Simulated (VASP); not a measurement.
Input:

```xyz
1
Lattice="0.0000 2.4801 2.4801 2.4801 0.0000 2.4801 2.4801 2.4801 0.0000" Properties=species:S:1:pos:R:3 pbc="T T T"
Er     0.0000     0.0000     0.0000
```

All values below come from r2SCAN meta-GGA, VASP's PBE PAW potentials (set 64) (plane waves; VASP). Run with 400 eV cut-off, 14×14×14 Γ-centred mesh, tetrahedra with Blöchl corrections, potentials Er_3.

The 4f electrons are frozen in the core of the lanthanide potential, so 4f levels, which can set the real gap, and their magnetism are missing.

Give the energies of bands 4 to 7 at the high-symmetry points, in eV from the Fermi level.

```csv
band,Γ,X,U,L,W
4,-5.81,-2.06,-1.15,-2.42,-0.88
5,2.29,-0.92,-0.55,0.51,0.31
6,2.29,2.21,1.16,2.06,0.31
7,2.29,6.54,4.39,2.06,3.01
```

It has no gap at this level: it comes out as a metal or semimetal.

The structure was generated: Er was put into the fcc type (Fm-3m), which need not be its known phase. It was relaxed first.
